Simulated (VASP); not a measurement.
```
AlC62
1.0
    7.14656     0.00000     0.00000
    0.00000     7.14656     0.00000
    0.00000     0.00000     7.14656
C Al
62 1
Cartesian
  3.57328   0.00000   0.00000
  4.51326   0.94067   0.88865
  5.37084   1.81424   0.01419
  6.27548   2.63338   0.87313
  5.31569   0.03577   1.77390
  6.27125   0.86891   2.66469
  0.00000   0.00000   0.00000
  0.89332   0.89332   0.89332
  1.78664   1.78664   0.00000
  2.71741   2.63074   0.91802
  3.60462   3.53078   0.01567
  4.46753   4.46458   0.93896
  5.35992   5.35992   0.00000
  6.25324   6.25324   0.89332
  1.78664   0.00000   1.78664
  2.65522   0.88123   2.69043
  3.60056   1.74335   1.80528
  5.36475   3.53702   1.74645
  6.22774   4.43171   2.72263
  3.59132  -0.02628   3.58018
  4.47227   0.85052   4.50063
  5.35043   1.75106   3.54232
  6.25230   2.70120   4.51518
  5.35992   0.00000   5.35992
  6.25324   0.89332   6.25324
  0.00000   3.57328   0.00000
  0.89332   4.46660   0.89332
  1.78664   5.35992   0.00000
  2.67996   6.25324   0.89332
  0.00000   1.78664   1.78664
  0.89332   2.67996   2.67996
  1.74539   3.62001   1.75602
  2.63807   4.44349   2.69499
  3.57797   5.37963   1.83303
  4.46660   6.25324   2.67996
  0.00000   0.00000   3.57328
  0.89332   0.89332   4.46660
  1.75459   1.74900   3.54571
  2.65787   2.63326   4.44199
  4.47780   4.50790   4.47076
  5.34729   5.31115   3.60627
  6.25324   6.25324   4.46660
  1.78664   0.00000   5.35992
  2.67996   0.89332   6.25324
  3.59432   1.83181   5.38476
  4.46660   2.67996   6.25324
  5.37212   3.59539   5.31401
  6.25324   4.46660   6.25324
  0.00000   5.35992   1.78664
  0.89332   6.25324   2.67996
  0.00000   3.57328   3.57328
  0.89332   4.46660   4.46660
  1.78664   5.35992   3.57328
  2.67996   6.25324   4.46660
  0.00000   1.78664   5.35992
  0.89332   2.67996   6.25324
  1.78664   3.57328   5.35992
  2.67996   4.46660   6.25324
  3.57328   5.35992   5.35992
  4.46660   6.25324   6.25324
  0.00000   5.35992   5.35992
  0.89332   6.25324   6.25324
  3.59019   3.59931   3.54583
```
Cell charge -2.

These are PBE GGA, VASP's PBE PAW potentials (set 64) (plane waves; VASP) values and carry that method's errors. Settings: PREC = Normal, LREAL = Auto, ISYM = 0, NELECT = 253.0, EDIFF = 1E-5, 400 eV cut-off, 1×1×1 Γ-centred mesh, Gaussian smearing of 0.050 eV, potentials C Al. Starting moments (MAGMOM): 63*0.0159. The cell's moment is fixed (NUPDOWN = 1).

At this cut-off the stress carries a Pulay error, which pulls relaxed volumes low. The cell is charged, with a uniform compensating background. The supercell is sampled at Γ alone, which is coarse: total energies, pressure and levels can be off, energies of defects by several tenths of an eV.

Problem. The ions are relaxed. Predict the relaxed structure.

Solution. 
```
AlC62
1.0
    7.14656     0.00000     0.00000
    0.00000     7.14656     0.00000
    0.00000     0.00000     7.14656
C Al
62 1
Direct
  0.49869   0.00017   0.00092
  0.61973   0.12902   0.12975
  0.74680   0.25281   0.00434
  0.87049   0.37997   0.12978
  0.74684   0.00359   0.25352
  0.87051   0.12902   0.38068
  0.99832   0.00128   0.00203
  0.12140   0.12656   0.12724
  0.24626   0.25018   0.99951
  0.36965   0.37357   0.12341
  0.49942   0.50024   0.00067
  0.62609   0.63012   0.12328
  0.74942   0.75340   0.99944
  0.87313   0.87816   0.12718
  0.24624   0.99883   0.25089
  0.36963   0.12268   0.37431
  0.48414   0.24567   0.24645
  0.75359   0.51550   0.24653
  0.87690   0.63003   0.37423
  0.49941   0.99990   0.50093
  0.62604   0.12257   0.63085
  0.75360   0.24576   0.51618
  0.87687   0.37352   0.63069
  0.74942   0.99873   0.75408
  0.87309   0.12651   0.87886
  0.99936   0.50085   0.00095
  0.12243   0.62583   0.12340
  0.25010   0.74946   0.99853
  0.37374   0.87722   0.12331
  0.99591   0.25287   0.25359
  0.12337   0.37586   0.37660
  0.24625   0.50245   0.24673
  0.36957   0.63026   0.36128
  0.49708   0.75352   0.24662
  0.62374   0.87627   0.37655
  0.99938   0.00022   0.50159
  0.12239   0.12270   0.62659
  0.24619   0.24598   0.50323
  0.36957   0.36055   0.63092
  0.63904   0.63032   0.63099
  0.75359   0.75343   0.50315
  0.87695   0.87717   0.62659
  0.25008   0.99781   0.75020
  0.37371   0.12262   0.87795
  0.49707   0.24588   0.75422
  0.62371   0.37579   0.87698
  0.75353   0.50240   0.75410
  0.87693   0.62582   0.87788
  0.00082   0.75335   0.25092
  0.12377   0.87582   0.37596
  0.99958   0.50018   0.50089
  0.12722   0.62309   0.62382
  0.25270   0.74694   0.49669
  0.37644   0.87237   0.62388
  0.00082   0.25021   0.75403
  0.12382   0.37527   0.87650
  0.25269   0.49597   0.74763
  0.37644   0.62311   0.87312
  0.50356   0.74695   0.74767
  0.62440   0.87582   0.87652
  0.00178   0.74946   0.75017
  0.12493   0.87463   0.87535
  0.56150   0.43812   0.43881
```
Cell charge -2. The cell ends with 1.00 μB, on the first 30 sites 0.01 0.00 0.00 0.00 0.00 0.00 0.00 0.00 0.01 0.00 0.00 0.00 0.01 0.00 0.01 0.00 0.07 0.07 0.00 0.00 0.00 0.07 0.00 0.01 0.00 0.01 0.01 0.00 0.01 0.00 μB.

Problem. How much energy does the relaxation gain?

Solution. The energy (σ→0) changes by -151.1 meV/atom, in 18 ionic steps.

```json
[
 {"step": "1", "E(σ→0) (eV)": "-524.9115", "max force (eV/Å)": "17.043", "pressure (GPa)": "22.55", "volume (Å³)": "365.00"},
 {"step": "2", "E(σ→0) (eV)": "-518.0752", "max force (eV/Å)": "11.436", "pressure (GPa)": "26.20", "volume (Å³)": "365.00"},
 {"step": "3", "E(σ→0) (eV)": "-531.5281", "max force (eV/Å)": "5.797", "pressure (GPa)": "17.62", "volume (Å³)": "365.00"},
 {"step": "4", "E(σ→0) (eV)": "-531.5852", "max force (eV/Å)": "5.335", "pressure (GPa)": "17.65", "volume (Å³)": "365.00"},
 {"step": "5", "E(σ→0) (eV)": "-531.5959", "max force (eV/Å)": "5.594", "pressure (GPa)": "17.68", "volume (Å³)": "365.00"},
 {"step": "6", "E(σ→0) (eV)": "-532.9407", "max force (eV/Å)": "2.894", "pressure (GPa)": "17.32", "volume (Å³)": "365.00"},
 {"step": "7", "E(σ→0) (eV)": "-533.2193", "max force (eV/Å)": "2.853", "pressure (GPa)": "17.05", "volume (Å³)": "365.00"},
 {"step": "8", "E(σ→0) (eV)": "-534.0883", "max force (eV/Å)": "1.085", "pressure (GPa)": "16.22", "volume (Å³)": "365.00"},
 {"step": "9", "E(σ→0) (eV)": "-534.1039", "max force (eV/Å)": "1.069", "pressure (GPa)": "16.24", "volume (Å³)": "365.00"},
 {"step": "10", "E(σ→0) (eV)": "-534.3150", "max force (eV/Å)": "0.708", "pressure (GPa)": "16.15", "volume (Å³)": "365.00"},
 {"step": "11", "E(σ→0) (eV)": "-534.3581", "max force (eV/Å)": "0.476", "pressure (GPa)": "16.11", "volume (Å³)": "365.00"},
 {"step": "12", "E(σ→0) (eV)": "-534.4098", "max force (eV/Å)": "0.426", "pressure (GPa)": "16.09", "volume (Å³)": "365.00"},
 {"step": "13", "E(σ→0) (eV)": "-534.4147", "max force (eV/Å)": "0.253", "pressure (GPa)": "16.09", "volume (Å³)": "365.00"},
 {"step": "14", "E(σ→0) (eV)": "-534.4259", "max force (eV/Å)": "0.141", "pressure (GPa)": "16.11", "volume (Å³)": "365.00"},
 {"step": "15", "E(σ→0) (eV)": "-534.4267", "max force (eV/Å)": "0.128", "pressure (GPa)": "16.11", "volume (Å³)": "365.00"},
 {"step": "16", "E(σ→0) (eV)": "-534.4291", "max force (eV/Å)": "0.067", "pressure (GPa)": "16.12", "volume (Å³)": "365.00"},
 {"step": "17", "E(σ→0) (eV)": "-534.4292", "max force (eV/Å)": "0.054", "pressure (GPa)": "16.12", "volume (Å³)": "365.00"},
 {"step": "18", "E(σ→0) (eV)": "-534.4296", "max force (eV/Å)": "0.028", "pressure (GPa)": "16.12", "volume (Å³)": "365.00"}
]
```

The cell is a supercell with a defect, built from C (diamond): Al_C-vac_C, charge -2.
